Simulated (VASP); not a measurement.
SnO: band gap by level of theory

Symmetry: P4/nmm, No. 129, tetragonal system. Conventional cell: a = 3.802 Å, b = 3.802 Å, c = 4.836 Å, α = 90.00°, β = 90.00°, γ = 90.00°. Sn (site symmetry 4mm) is surrounded by 4 O at 2.22 Å. O (site symmetry -4m2) has 4 Sn at 2.22 Å as nearest neighbours.

| rung | level | program and potentials | cutoff (eV) | k mesh | smearing | task | band gap (eV) | notes |
| --- | --- | --- | --- | --- | --- | --- | --- | --- |
| LDA | LDA | VASP, LDA PAW files O, Sn_d, 520 eV | 520 | 8 × 8 × 6 | gaussian 0.02 | single point | 0.09 | - |
| GGA | PBE | VASP, PBE PAW files O, Sn_d, 520 eV | 520 | 8 × 8 × 6 | gaussian 0.02 | single point | 0.03 | - |
| GGA | PBEsol | VASP, PBE PAW files O, Sn_d, 520 eV | 520 | 8 × 8 × 6 | gaussian 0.02 | band structure | no gap | potentials made for PBE; from the band path |
| meta-GGA | SCAN | VASP, PBE PAW files O, Sn_d, 520 eV | 520 | 8 × 8 × 6 | gaussian 0.02 | band structure | 0.12 | potentials made for PBE |
| meta-GGA | r2SCAN | VASP, PBE PAW files O, Sn_d, 520 eV | 520 | 8 × 8 × 6 | gaussian 0.02 | band structure | 0.14 | potentials made for PBE |
| model potential | TB-mBJ | VASP, PBE PAW files O, Sn_d, 520 eV | 520 | 8 × 8 × 6 | gaussian 0.02 | single point | 0.20 | potentials made for PBE |
| hybrid | HSE06 | VASP, PBE PAW files O, Sn_d, 520 eV | 520 | 4 × 4 × 4 | gaussian 0.02 | single point | 0.39 | coarse mesh; potentials made for PBE |
| hybrid | PBE0 | VASP, PBE PAW files O, Sn_d, 520 eV | 520 | 4 × 4 × 4 | gaussian 0.02 | single point | 1.04 | coarse mesh; potentials made for PBE |
| hybrid | PBE0 | VASP, PBE PAW files O, Sn_d, 520 eV | 520 | 6 × 6 × 4 | gaussian 0.02 | single point | 1.02 | potentials made for PBE |

All rows: no spin polarisation. Gaps are the least found on the k mesh or the band path, and a mesh can miss the band edges. Smearing widths are in eV. The cell comes from a database and isn't always the measured one. Meshes differ between rows, which moves values too. All levels ran on this one cell, unrelaxed unless noted. Meshes are those of the run's cell of 4 atoms unless a note names another. Runs on faulty files, with rough fits or with known faults for this quantity aren't shown. No row holds spin-orbit coupling.

By rung: LDA 0.09; GGA no gap to 0.03; meta-GGA 0.12 to 0.14; model potential 0.20; hybrid 1.02; hybrid on coarse meshes 0.39 to 1.04 (eV).
